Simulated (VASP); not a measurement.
The input files of a VASP run:

File KPOINTS:
```
K-points
0
gamma
11 11 11
```

**POSCAR**
```
Ca
2.7827990
  0.0000000000   1.0000000850   1.0000000850
  1.0000000850   0.0000000000   1.0000000850
  1.0000000850   1.0000000850   0.0000000000
Ca
1
Cartesian
  0.0000000000   0.0000000000   0.0000000000
```

**INCAR**
```
! general
SYSTEM  =  Ca
PREC    =  Accurate
ENCUT   =  520
LREAL   =  .False.
LASPH   =  .True.

! electronic loop
EDIFF   =  1E-7
NELM    =  100
ALGO    =  Normal

! smearing
ISMEAR  =  1
SIGMA   =  0.1

! functional
GGA     =  PE
IVDW    =  13

! ions
ISIF    =  2

! output
LWAVE   =  .False.
LCHARG  =  .False.
```

POTCAR, in this order: Ca_sv (PBE.64 set). Program: vasp_std.

Problem. Translate this PBE-D4 calculation to Ansatz.

Solution. One equivalent input (not run):
Ansatz 0.2 input:
```yaml
crystal:
  lattice:
    - [0.0000000, 2.7827992, 2.7827992]
    - [2.7827992, 0.0000000, 2.7827992]
    - [2.7827992, 2.7827992, 0.0000000]
  atoms:
    - { symbol: Ca, position: [0.0000000, 0.0000000, 0.0000000] }
kpoints:
  mp_grid: { grid: [11, 11, 11] }
hamiltonian:
  xc: pbe
  dispersion: d4
  pseudopotentials: { kind: paw }
scf:
  occupations: { method: methfessel_paxton, width: 0.1 }
  max_iter: 100
output: { forces: true, stress: true, eigenvalues: true }
```
What does not carry over: each code has its own PAW files, so the cut-off isn't converted (ENCUT is set for VASP's; basis.ecutwfc is left out, and Ansatz then takes the one that its files recommend); Ansatz stops its SCF on the density residual and VASP on the energy change (EDIFF).

The compound is Ca in the fcc structure. This cell is one point of a volume scan, at 1.03 of the reference volume.
